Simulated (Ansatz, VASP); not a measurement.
**Cross-check of AlFe between VASP and Ansatz**

Aim: how closely do two programs agree when they are given the same cell, functional and k mesh? The cell is taken from a series of VASP runs on this material, whose earlier steps may have relaxed, scaled or displaced it; both programs get it as it stands.

Program: Ansatz 0.2.0. Level of theory: plane waves, with VASP 6.6.1 beside it; relaxation of cell and atoms at PBEsol with D3(BJ) and relaxation of cell and atoms at RPBE. Results are calculated unless marked as measured.

## 1. Starting point

It takes space group Pm-3m (No. 221, cubic). The conventional cell has a = 2.815 Å, b = 2.815 Å, c = 2.815 Å, α = 90.00°, β = 90.00°, γ = 90.00°. Nearest to Fe lie 8 Al at 2.44 Å. Nearest to Al lie 8 Fe at 2.44 Å. Farther neighbours are not listed.

## 2. VASP: relaxation of cell and atoms, PBEsol with D3(BJ)

The relaxed volume is the usual yardstick between codes: its relative difference is about their pressure difference at one cell divided by the bulk modulus.

Lines of VASP's logs that name or quote its potential files are left out, and so is its time.

INCAR

```
SYSTEM = AlFe
PREC = Accurate
ENCUT = 450
EDIFF = 1E-06
NELM = 100
ISMEAR = 1
SIGMA = 0.15
LREAL = .FALSE.
ALGO = Normal
GGA = PS
IVDW = 12
NBANDS = 12
ISPIN = 2
MAGMOM = 3 0
LMAXMIX = 4
LORBIT = 11
LWAVE = .FALSE.
LCHARG = .FALSE.
KPAR = 4
IBRION = 2
NSW = 50
ISIF = 3
EDIFFG = -0.006
```

POSCAR

```
AlFe
1.0
    2.8145726992      0.0000000000      0.0000000000
    0.0000000000      2.8145726992      0.0000000000
    0.0000000000      0.0000000000      2.8145726992
Fe Al
1 1
Direct
    0.5000000000      0.5000000000      0.5000000000
    0.0000000000      0.0000000000      0.0000000000
```

KPOINTS

```
Automatic mesh
0
Gamma
16 16 16
0 0 0
```

PAW data sets: Fe and Al (PBE family, release 64).

On the command line:

```
$ mpirun -np 4 vasp_std
```

Numbers of over 12 decimals in the logs are rounded to 6 here.

The program printed:

```text
[banner, memory and clock lines left out]
running    4 mpi-ranks, on    1 nodes
 distrk:  each k-point on    1 cores,    4 groups
 distr:  one band on    1 cores,    1 groups

 POSCAR found type information on POSCAR FeAl
 POSCAR found :  2 types and       2 ions
|                                                                             |
|               ----> ADVICE to this user running VASP <----                  |
|                                                                             |
|     You enforced a specific xc type in the INCAR file but a different       |
|     [... a line on the potential file left out ...]
|     I HOPE YOU KNOW WHAT YOU ARE DOING!                                     |
|                                                                             |

 LDA part: xc-table for (Slater+PW92), standard interpolation
 POSCAR, INCAR and KPOINTS ok, starting setup
 FFT: planning ... GRIDC
 FFT: planning ... GRID_SOFT
 FFT: planning ... GRID
 WAVECAR not read
 entering main loop
       N       E                     dE             d eps       ncg     rms          rms(c)
DAV:   1     0.294452217398E+02    0.29445E+02   -0.43578E+03  8068   0.843E+02
DAV:   2    -0.140522956225E+02   -0.43498E+02   -0.39969E+02  8100   0.160E+02
DAV:   3    -0.152595775900E+02   -0.12073E+01   -0.11878E+01  9720   0.321E+01
DAV:   4    -0.152774583880E+02   -0.17881E-01   -0.17872E-01  8836   0.347E+00
DAV:   5    -0.152780195794E+02   -0.56119E-03   -0.56117E-03  9836   0.683E-01    0.172E+01
DAV:   6    -0.169839328820E+02   -0.17059E+01   -0.51388E+01  8916   0.996E+01    0.166E+01
DAV:   7    -0.137782360637E+02    0.32057E+01   -0.28005E+01  8996   0.640E+01    0.289E+00
DAV:   8    -0.137322046399E+02    0.46031E-01   -0.21727E-01 10068   0.480E+00    0.157E+00
DAV:   9    -0.137148914259E+02    0.17313E-01   -0.36662E-02 10116   0.233E+00    0.796E-01
DAV:  10    -0.137122819264E+02    0.26095E-02   -0.15506E-03  9260   0.338E-01    0.268E-01
DAV:  11    -0.137120274019E+02    0.25452E-03   -0.24392E-04  9844   0.193E-01    0.124E-01
DAV:  12    -0.137120280428E+02   -0.64086E-06   -0.36659E-05  9176   0.667E-02    0.346E-02
DAV:  13    -0.137120189655E+02    0.90773E-05   -0.64797E-06  8924   0.308E-02    0.141E-02
DAV:  14    -0.137120169161E+02    0.20494E-05   -0.33184E-07  4508   0.794E-03    0.364E-03
DAV:  15    -0.137120167969E+02    0.11915E-06   -0.53902E-08  4304   0.276E-03
   1 F= -.14510176E+02 E0= -.14510531E+02  d E =-.145102E+02  mag=     0.6689
 curvature:   0.00 expect dE= 0.000E+00 dE for cont linesearch  0.000E+00
 trial: gam= 0.00000 g(F)=  0.000E+00 g(S)=  0.142E-02 ort = 0.000E+00 (trialstep = 0.100E+01)
 search vector abs. value=  0.142E-02
 bond charge predicted
       N       E                     dE             d eps       ncg     rms          rms(c)
DAV:   1    -0.137330915012E+02   -0.21075E-01   -0.19751E-01  8600   0.739E+00    0.106E+00
DAV:   2    -0.137418635641E+02   -0.87721E-02   -0.36462E-01  8960   0.820E+00    0.122E+00
DAV:   3    -0.137202267099E+02    0.21637E-01   -0.12253E-01  8888   0.489E+00    0.132E-01
DAV:   4    -0.137200240945E+02    0.20262E-03   -0.50214E-04  8248   0.160E-01    0.781E-02
DAV:   5    -0.137199874088E+02    0.36686E-04   -0.73128E-05 11100   0.791E-02    0.175E-02
DAV:   6    -0.137199878055E+02   -0.39669E-06   -0.57945E-06  6012   0.257E-02
   2 F= -.14510081E+02 E0= -.14510420E+02  d E =0.949161E-04  mag=     0.6722
 trial-energy change:    0.000095  1 .order    0.000105   -0.001416    0.001626
 step:   0.4704(harm=  0.4656)  dis= 0.00000  next Energy=   -14.510510 (dE=-0.334E-03)
 bond charge predicted
       N       E                     dE             d eps       ncg     rms          rms(c)
DAV:   1    -0.137197884499E+02    0.19896E-03   -0.54781E-02  8604   0.388E+00    0.559E-01
DAV:   2    -0.137220675460E+02   -0.22791E-02   -0.98003E-02  8940   0.429E+00    0.637E-01
DAV:   3    -0.137162126844E+02    0.58549E-02   -0.34742E-02  8884   0.258E+00    0.713E-02
DAV:   4    -0.137161530414E+02    0.59643E-04   -0.15220E-04  8240   0.923E-02    0.393E-02
DAV:   5    -0.137161447311E+02    0.83103E-05   -0.20016E-05 10996   0.426E-02    0.768E-03
DAV:   6    -0.137161448706E+02   -0.13952E-06   -0.47885E-07  4652   0.572E-03
   3 F= -.14510497E+02 E0= -.14510845E+02  d E =-.320441E-03  mag=     0.6705
 curvature:  -0.23 expect dE=-0.265E-06 dE for cont linesearch -0.265E-06
 trial: gam=-0.02753 g(F)=  0.190E-65 g(S)=  0.114E-05 ort = 0.401E-04 (trialstep = 0.894E+00)
 search vector abs. value=  0.101E-08
 reached required accuracy - stopping structural energy minimisation
```

From OUTCAR (step 2):

```text
ion  position               nearest neighbor table
   1  0.500  0.500  0.500-   2 2.44   2 2.44   2 2.44   2 2.44   2 2.44   2 2.44   2 2.44   2 2.44

  LATTYP: Found a simple cubic cell.
 ALAT       =     2.8145726992

 Subroutine GETGRP returns: Found 48 space group operations
 (whereof 48 operations were pure point group operations)

The static configuration has the point symmetry O_h .

 Found    165 irreducible k-points:

   k-points           NKPTS =    165   k-points in BZ     NKDIM =    165   number of bands    NBANDS=     12

   dimension x,y,z NGX =    20 NGY =   20 NGZ =   20
   dimension x,y,z NGXF=    40 NGYF=   40 NGZF=   40

   ENCUT  =  450.0 eV  33.07 Ry    5.75 a.u.   4.87  4.87  4.87*2*pi/ulx,y,z

   NELECT =      11.0000    total number of electrons

 k-points in reciprocal lattice and weights: Automatic mesh
   0.00000000  0.00000000  0.00000000       0.000
   0.06250000  0.00000000  0.00000000       0.001
   0.12500000  0.00000000  0.00000000       0.001
   0.18750000  0.00000000  0.00000000       0.001
   0.25000000  0.00000000  0.00000000       0.001
   0.31250000  0.00000000  0.00000000       0.001
   0.37500000  0.00000000  0.00000000       0.001
   0.43750000  0.00000000  0.00000000       0.001
   0.50000000  0.00000000  0.00000000       0.001
[...]
0.50000000  0.50000000  0.43750000       0.001
   0.50000000  0.50000000  0.50000000       0.000

 Edisp (eV)   -0.79009

 average (electrostatic) potential at core
       1 -39.9145       2 -70.2155

 E-fermi :   8.5024

 spin component 1
 k-point     1 :       0.0000    0.0000    0.0000
  band No.  band energies     occupation
    ...
      2       5.7637      1.00000
      3       5.7637      1.00000
      4       8.2213      1.01176
      5       8.2213      1.01176
      6       8.2213      1.01176
      7      15.2221      0.00000
      8      15.2221      0.00000
      9      15.2221      0.00000
     10      18.1402      0.00000
     11      18.1402      0.00000
    ...

 k-point     2 :       0.0625    0.0000    0.0000
  band No.  band energies     occupation
    ...
      2       5.7603      1.00000
      3       5.7873      1.00000
      4       8.1730      1.00404
      5       8.1730      1.00404
      6       8.2264      1.01294
      7      14.5135      0.00000
      8      15.3333      0.00000
      9      15.3333      0.00000
     10      18.1167      0.00000
     11      18.8059      0.00000
    ...

 k-point     3 :       0.1250    0.0000    0.0000
  band No.  band energies     occupation
    ...
      2       5.7336      1.00000
      3       5.8554      1.00000
      4       8.0409      1.00006
      5       8.0409      1.00006
      6       8.2409      1.01669
      7      13.2219      0.00000
      8      15.6547      0.00000
      9      15.6547      0.00000
     10      18.0475      0.00000
     11      19.9560      0.00000
    ...

 k-point     4 :       0.1875    0.0000    0.0000
  band No.  band energies     occupation
    ...
      2       5.6314      1.00000
      3       5.9600      1.00000
      4       7.8558      1.00000
      5       7.8558      1.00000
      6       8.2627      1.02316
      7      11.9435      0.00000
      8      16.1572      0.00000
      9      16.1572      0.00000
     10      17.9368      0.00000
     11      21.0085      0.00000
    ...

 k-point     5 :       0.2500    0.0000    0.0000
  band No.  band energies     occupation
    ...
      2       5.3666      1.00000
      3       6.0877      1.00000
      4       7.6537      1.00000
      5       7.6537      1.00000
      6       8.2886      1.03080
      7      10.8817     -0.00000
      8      16.8071      0.00000
      9      16.8071      0.00000
     10      17.7941      0.00000
     11      21.8822      0.00000
    ...

 k-point     6 :       0.3125    0.0000    0.0000
  band No.  band energies     occupation
    ...
      2       4.8544      1.00000
      3       6.2206      1.00000
      4       7.4660      1.00000
      5       7.4660      1.00000
      6       8.3146      1.03535
      7      10.1455     -0.00000
      8      17.5743      0.00000
      9      17.5743      0.00000
     10      17.6375      0.00000
     11      22.6411      0.00000
    ...

 Edisp (eV)   -0.79435

  Total       0.00396     0.00396     0.00396     0.00000     0.00000     0.00000
  in kB       0.28350     0.28350     0.28350     0.00000     0.00000     0.00000
  external pressure =        0.28 kB  Pullay stress =        0.00 kB

  energy-cutoff  :      450.00
  volume of cell :       22.40
      direct lattice vectors                 reciprocal lattice vectors
     2.819040436 -0.000000000  0.000000000     0.354730634 -0.000000000 -0.000000000
     0.000000000  2.819040436 -0.000000000     0.000000000  0.354730634  0.000000000
     0.000000000 -0.000000000  2.819040436    -0.000000000  0.000000000  0.354730634

 POSITION                                       TOTAL-FORCE (eV/Angst)
 -----------------------------------------------------------------------------------
      1.40952      1.40952      1.40952         0.000000      0.000000      0.000000
      0.00000      0.00000      0.00000        -0.000000     -0.000000      0.000000
 -----------------------------------------------------------------------------------
    total drift:                               -0.000000      0.000000      0.000000

  FREE ENERGIE OF THE ION-ELECTRON SYSTEM (eV)
  ---------------------------------------------------
  free  energy   TOTEN  =       -14.5104965199 eV

  energy  without entropy=      -14.5115415566  energy(sigma->0) =      -14.51084487

 reached required accuracy - stopping structural energy minimisation

 total charge
# of ion       s       p       d       tot
------------------------------------------
    1        0.458   0.550   6.549   7.557
    2        0.408   0.464   0.000   0.871
--------------------------------------------------
tot          0.866   1.013   6.549   8.428

 magnetization (x)
# of ion       s       p       d       tot
------------------------------------------
    1       -0.000   0.008   0.692   0.700
    2       -0.007  -0.014   0.000  -0.021
--------------------------------------------------
tot         -0.007  -0.006   0.692   0.679

[... 6 further parts left out ...]
```

CONTCAR:

```
AlFe
   1.00000000000000
     2.8190404361548231   -0.0000000000000000    0.0000000000000000
     0.0000000000000000    2.8190404361548231   -0.0000000000000000
     0.0000000000000000   -0.0000000000000000    2.8190404361548231
  Fe              Al
     1     1
Direct
     0.5000000000000000    0.5000000000000000    0.5000000000000000
     0.0000000000000000    0.0000000000000000    0.0000000000000000
```

Dispersion corrections of this kind ignore metallic screening and tend to overbind metals.

(Continued in part 2 of 2.)

[Lines on the potential files, build, host, timing and source positions are cut from VASP's logs without a mark.]

[Logs are printed without paths, hosts, clocks, repeated set-up lines and the standing remarks that a program may print on its own settings, such as how far it seeks lower states.]

[Hosts, paths, dates, database ids (printed as entryN), source tags and the programs' standing remarks are cut or masked in the printed files.]
